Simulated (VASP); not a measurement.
```xyz
3
Lattice="2.1147 -3.6628 0.0000 2.1147 3.6628 0.0000 0.0000 0.0000 6.9159" Properties=species:S:1:pos:R:3 pbc="T T T"
Cd     0.0000     0.0000     0.0000
I      2.1147     1.2209     1.7058
I      2.1147    -1.2209     5.2101
```

Computed with PBEsol GGA, VASP's PBE PAW potentials (set 64) (plane waves; VASP 6.6.1). Run with 500 eV cut-off, 6×6×4 Γ-centred mesh, Gaussian smearing of 0.050 eV, potentials Cd I.

Without a dispersion term in the relaxation, distances and binding between the weakly bound layers, chains or molecules are unreliable, and so is what depends on them. Unless said otherwise, spin-orbit coupling is left out, though it shifts the bands of the heavy elements here.

Q: Estimate the energy per atom (σ→0), band gap (on the k-mesh) with the smallest direct gap where there is one.

A: 
```json
{
 "band gap (on the k-mesh)": "2.32 eV",
 "smallest direct gap (on the k-mesh)": "2.54 eV",
 "energy per atom (σ→0)": "-2.125 eV/atom"
}
```

The compound is CdI2 in the 1T layered structure. It was relaxed first.
